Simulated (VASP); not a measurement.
The system is MoI.

```
Mo I
1.0
     3.62326    0.00000    0.00000
     0.00000    3.62326    0.00000
     0.00000    0.00000    5.04208
Mo I
1 1
Direct
  0.50000 0.50000 0.50000
  0.00000 0.00000 0.50000
```

The cell was built by a generator and needn't be a form met in nature.

```yaml
Program: VASP 6.6.1
Task: relaxation of cell and atoms
Functional: PBE
Dispersion: D2
Potentials_or_basis: VASP PAW PBE potentials, release 64 (Mo_sv, I)
Cutoff: 600 eV
k_mesh: 7 × 7 × 5
Occupations: fermi-dirac, width 0.05 eV
Spin: no spin polarisation
```

At the start: pressure 9.4 GPa; volume 33.10 Å³/atom.

**Question.** How do energy, volume and symmetry change on relaxing?

**Answer.** Over 19 steps the energy falls by 930.7 meV/atom and the volume is 22.76 Å³/atom (-31.2 %); space group P4/mmm (No. 123, to 0.05 Å).

Step by step:
```csv
step,energy change (eV),largest force (eV/Å),pressure (GPa),volume (Å³)
1,0.0000,0.0000,9.45,66.19
2,0.2264,0.0000,-8.72,85.60
3,-0.3824,0.0000,-2.57,73.69
4,-0.3840,0.0000,-2.11,73.26
5,-0.3841,0.0000,-1.95,73.12
6,-0.4949,0.0000,-2.57,69.83
7,-1.0157,0.0000,-4.77,59.93
8,-1.5090,0.0000,15.36,39.88
9,-1.4846,0.0000,-5.30,53.23
10,-1.8550,0.0000,-1.96,46.57
11,-1.8557,0.0000,-1.07,45.85
12,-1.7926,0.0000,5.90,43.67
13,-1.8612,0.0000,0.25,45.36
14,-1.8612,0.0000,0.28,45.34
15,-1.8612,0.0000,0.31,45.33
16,-1.8609,0.0000,-0.37,45.78
17,-1.8615,0.0000,0.04,45.51
18,-1.8615,0.0000,-0.08,45.56
19,-1.8615,0.0000,-0.01,45.52
```

Final structure:
```yaml
crystal:
  lattice:
    - [3.83465, 0.00000, 0.00000]
    - [0.00000, 3.83465, 0.00000]
    - [0.00000, 0.00000, 3.09595]
  atoms:
    - { symbol: Mo, position: [0.50000, 0.50000, 0.50000] }
    - { symbol: I, position: [0.00000, 0.00000, 0.50000] }
```

Caveat: atom-pairwise D2, TS and ULG terms overbind metals; the volume moved by over 15 % at a fixed basis, so the end points are rough; an odd number of electrons without spin polarisation forces a metal; a magnetic or distorted state may lie lower.
